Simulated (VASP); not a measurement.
Output of a VASP run:

**OSZICAR**
```
...
   9 F= -.20944048E+03 E0= -.20944045E+03  d E =-.161272E-02  mag=     1.0000
       N       E                     dE             d eps       ncg     rms          rms(c)
DAV:   1    -0.209439831624E+03    0.65492E-03   -0.19420E-01   560   0.740E-01    0.187E-01
RMM:   2    -0.209440901146E+03   -0.10695E-02   -0.11387E-02   536   0.227E-01    0.530E-02
RMM:   3    -0.209441159634E+03   -0.25849E-03   -0.25281E-03   573   0.106E-01    0.619E-02
RMM:   4    -0.209441179470E+03   -0.19836E-04   -0.39536E-04   603   0.440E-02    0.530E-02
RMM:   5    -0.209441148926E+03    0.30544E-04   -0.87878E-05   469   0.206E-02    0.355E-02
RMM:   6    -0.209441145148E+03    0.37778E-05   -0.13285E-04   482   0.175E-02    0.118E-02
RMM:   7    -0.209441144435E+03    0.71317E-06   -0.14873E-05   332   0.891E-03
  10 F= -.20944114E+03 E0= -.20944111E+03  d E =-.227338E-02  mag=     1.0000
       N       E                     dE             d eps       ncg     rms          rms(c)
DAV:   1    -0.209441717069E+03   -0.57192E-03   -0.11072E-01   576   0.564E-01    0.141E-01
RMM:   2    -0.209442346781E+03   -0.62971E-03   -0.65043E-03   536   0.174E-01    0.402E-02
RMM:   3    -0.209442485513E+03   -0.13873E-03   -0.13760E-03   570   0.804E-02    0.456E-02
RMM:   4    -0.209442498307E+03   -0.12793E-04   -0.24346E-04   577   0.341E-02    0.401E-02
RMM:   5    -0.209442479850E+03    0.18457E-04   -0.53635E-05   421   0.162E-02    0.244E-02
RMM:   6    -0.209442479767E+03    0.82764E-07   -0.69249E-05   435   0.129E-02
  11 F= -.20944248E+03 E0= -.20944245E+03  d E =-.133533E-02  mag=     1.0000
       N       E                     dE             d eps       ncg     rms          rms(c)
DAV:   1    -0.209441528695E+03    0.95116E-03   -0.18224E-01   560   0.725E-01    0.184E-01
RMM:   2    -0.209442561987E+03   -0.10333E-02   -0.10769E-02   536   0.224E-01    0.531E-02
RMM:   3    -0.209442798906E+03   -0.23692E-03   -0.23220E-03   571   0.104E-01    0.586E-02
RMM:   4    -0.209442821197E+03   -0.22291E-04   -0.41077E-04   611   0.442E-02    0.511E-02
RMM:   5    -0.209442791925E+03    0.29272E-04   -0.87137E-05   473   0.208E-02    0.312E-02
RMM:   6    -0.209442792615E+03   -0.68972E-06   -0.11324E-04   478   0.168E-02    0.113E-02
RMM:   7    -0.209442791240E+03    0.13750E-05   -0.12260E-05   327   0.836E-03
  12 F= -.20944279E+03 E0= -.20944275E+03  d E =-.164680E-02  mag=     1.0000
       N       E                     dE             d eps       ncg     rms          rms(c)
DAV:   1    -0.209442775325E+03    0.17290E-04   -0.16089E-02   592   0.215E-01    0.531E-02
RMM:   2    -0.209442863983E+03   -0.88659E-04   -0.88631E-04   536   0.651E-02    0.150E-02
RMM:   3    -0.209442882935E+03   -0.18952E-04   -0.18021E-04   546   0.297E-02    0.158E-02
RMM:   4    -0.209442884520E+03   -0.15848E-05   -0.29722E-05   357   0.127E-02
  13 F= -.20944288E+03 E0= -.20944285E+03  d E =-.174008E-02  mag=     1.0000
       N       E                     dE             d eps       ncg     rms          rms(c)
DAV:   1    -0.209443126654E+03   -0.24372E-03   -0.54996E-02   560   0.397E-01    0.109E-01
RMM:   2    -0.209443440577E+03   -0.31392E-03   -0.34621E-03   536   0.127E-01    0.280E-02
RMM:   3    -0.209443510160E+03   -0.69583E-04   -0.73298E-04   573   0.579E-02    0.296E-02
RMM:   4    -0.209443514245E+03   -0.40856E-05   -0.11218E-04   511   0.241E-02    0.249E-02
RMM:   5    -0.209443506208E+03    0.80374E-05   -0.23372E-05   348   0.110E-02
  14 F= -.20944351E+03 E0= -.20944347E+03  d E =-.621688E-03  mag=     1.0000
```

OUTCAR:
```
------------------------ aborting loop because EDIFF is reached ----------------------------------------
  FORCE on cell =-STRESS in cart. coord.  units (eV):
  Direction    XX          YY          ZZ          XY          YZ          ZX
  --------------------------------------------------------------------------------------
  Total        3.8265704      3.8247978      3.7499633     -0.0476196     -0.0470209     -0.0508512
  in kB        4.2056517      4.2037035      4.1214555     -0.0523371     -0.0516790     -0.0558888
  external PRESSURE =       4.1769369 kB  Pullay stress =       0.0000000 kB
  volume of cell :     1457.76
      direct lattice vectors                 reciprocal lattice vectors
     0.000000000  8.999512757  8.999512757    -0.055558563  0.055558563  0.055558563
     8.999512757  0.000000000  8.999512757     0.055558563 -0.055558563  0.055558563
     8.999512757  8.999512757  0.000000000     0.055558563  0.055558563 -0.055558563
  FREE ENERGIE OF THE ION-ELECTRON SYSTEM (eV)
  ---------------------------------------------------
  free  energy   TOTEN  =      -209.4435062079 eV

  energy  without entropy=     -209.4434264945  energy(sigma->0) =     -209.44346635

 total charge

# of ion       s       p       d       tot
------------------------------------------
    1        1.142   1.374   0.222   2.738
    2        1.144   1.370   0.222   2.737
    3        1.144   1.372   0.223   2.739
    4        1.153   1.371   0.217   2.741
    5        1.144   1.373   0.223   2.741
    6        1.152   1.376   0.217   2.745
    7        1.142   1.375   0.222   2.739
    8        1.142   1.376   0.222   2.740
    9        1.153   1.372   0.217   2.742
   10        1.153   1.370   0.216   2.740
   11        1.144   1.373   0.223   2.740
   12        1.152   1.375   0.217   2.744
   13        1.151   1.383   0.219   2.753
   14        1.152   1.376   0.217   2.745
   15        1.144   1.380   0.219   2.743
   16        1.153   1.370   0.216   2.739
   17        1.151   1.382   0.218   2.752
   18        1.142   1.375   0.222   2.739
   19        1.142   1.375   0.222   2.740
   20        1.153   1.371   0.217   2.741
   21        1.144   1.380   0.219   2.743
   22        1.153   1.370   0.216   2.739
   23        1.151   1.383   0.219   2.753
   24        1.144   1.383   0.220   2.747
   25        1.142   1.373   0.221   2.737
   26        1.144   1.382   0.220   2.746
   27        1.011   1.502   0.000   2.513
   28        1.010   1.507   0.000   2.516
   29        1.011   1.503   0.000   2.513
   30        1.010   1.503   0.000   2.514
   31        1.010   1.503   0.000   2.514
   32        1.056   1.412   0.000   2.468
   33        1.010   1.504   0.000   2.514
   34        1.011   1.503   0.000   2.514
   35        1.010   1.504   0.000   2.514
   36        1.011   1.503   0.000   2.514
   37        1.011   1.503   0.000   2.513
   38        1.056   1.411   0.000   2.468
   39        1.023   1.482   0.000   2.506
   40        1.056   1.412   0.000   2.468
   41        1.051   1.420   0.000   2.471
   42        1.024   1.480   0.000   2.504
   43        1.011   1.503   0.000   2.514
   44        1.023   1.483   0.000   2.506
   45        1.010   1.503   0.000   2.514
   46        1.011   1.503   0.000   2.514
   47        1.010   1.504   0.000   2.514
   48        1.024   1.480   0.000   2.505
...
```
(Selected blocks of OUTCAR.)

**POSCAR**
```
In26P27
1
    0.0000000000     8.9995127571     8.9995127571
    8.9995127571     0.0000000000     8.9995127571
    8.9995127571     8.9995127571     0.0000000000
In P
26 27
Direct
  0.0000000000   0.0000000000   0.0000000000
  0.0000000000   0.0000000000   0.3333330000
  0.0000000000   0.0000000000   0.6666670000
  0.0000000000   0.3333330000   0.0000000000
  0.0000000000   0.3333330000   0.3333330000
  0.0000000000   0.3333330000   0.6666670000
  0.0000000000   0.6666670000   0.0000000000
  0.0000000000   0.6666670000   0.3333330000
  0.0000000000   0.6666670000   0.6666670000
  0.3333330000   0.0000000000   0.0000000000
  0.3333330000   0.0000000000   0.3333330000
  0.3333330000   0.0000000000   0.6666670000
  0.3333330000   0.3333330000   0.0000000000
  0.3333330000   0.3333330000   0.3333330000
  0.3333330000   0.6666670000   0.0000000000
  0.3333330000   0.6666670000   0.3333330000
  0.3333330000   0.6666670000   0.6666670000
  0.6666670000   0.0000000000   0.0000000000
  0.6666670000   0.0000000000   0.3333330000
  0.6666670000   0.0000000000   0.6666670000
  0.6666670000   0.3333330000   0.0000000000
  0.6666670000   0.3333330000   0.3333330000
  0.6666670000   0.3333330000   0.6666670000
  0.6666670000   0.6666670000   0.0000000000
  0.6666670000   0.6666670000   0.3333330000
  0.6666670000   0.6666670000   0.6666670000
  0.0833330000   0.0833330000   0.0833330000
  0.0833330000   0.0833330000   0.4166670000
  0.0833330000   0.0833330000   0.7500000000
  0.0833330000   0.4166670000   0.0833330000
  0.0833330000   0.4166670000   0.4166670000
  0.0836770000   0.4186370000   0.7533370000
  0.0833330000   0.7500000000   0.0833330000
  0.0833330000   0.7500000000   0.4166670000
  0.0833330000   0.7500000000   0.7500000000
  0.4166670000   0.0833330000   0.0833330000
  0.4166670000   0.0833330000   0.4166670000
  0.4191100000   0.0845880000   0.7525330000
  0.4166670000   0.4166670000   0.0833330000
  0.4149830000   0.4206240000   0.4150910000
  0.4137010000   0.4161660000   0.7549920000
  0.4166670000   0.7500000000   0.0833330000
  0.4166670000   0.7500000000   0.4166670000
  0.4166670000   0.7500000000   0.7500000000
  0.7500000000   0.0833330000   0.0833330000
  0.7500000000   0.0833330000   0.4166670000
  0.7500000000   0.0833330000   0.7500000000
  0.7500000000   0.4166670000   0.0833330000
  0.7500000000   0.4166670000   0.4166670000
  0.7500000000   0.4166670000   0.7500000000
  0.7500000000   0.7500000000   0.0833330000
  0.7500000000   0.7500000000   0.4166670000
  0.7500000000   0.7500000000   0.7500000000
```

Reconstruct the remaining input files.

Several could match; the one computed here: the input of the run itself, PBE GGA, plane waves, VASP's PBE PAW potentials (set 64).

INCAR:
```
! general
SYSTEM  = In26P27
PREC    = Normal
ENCUT   = 400
LREAL   = Auto
LASPH   = .TRUE.
ISYM    = 0

! electronic loop
EDIFF   = 1E-5
NELM    = 100
NELMIN  = 4
ALGO    = Fast   ! Davidson, then RMM-DIIS
LMAXMIX = 4   ! l cut-off of mixed one-centre charges

! smearing
ISMEAR  = 0   ! Gaussian
SIGMA   = 0.05

! functional
GGA     = PE   ! PBE

! spin
ISPIN   = 2
NUPDOWN = 1

! ions
IBRION  = 2   ! conjugate gradients
NSW     = 60   ! most ionic steps
ISIF    = 2   ! forces and stress, cell fixed
EDIFFG  = -0.03

! output
LWAVE   = .FALSE.
LCHARG  = .FALSE.
LORBIT  = 10
```

**KPOINTS**
```
Automatic mesh
0
Gamma
1 1 1
0 0 0
```

POTCAR, in this order: In P (PBE.64 set). Program: vasp_gam. The INCAR's line for the spin-polarised start is left out here.

The supercell is sampled at Γ alone, which is coarse: total energies, pressure and levels can be off, energies of defects by several tenths of an eV. The run has a spin-polarised start.

The cell is a supercell with a defect, built from a database entry that may be metastable or hypothetical: vac_In.
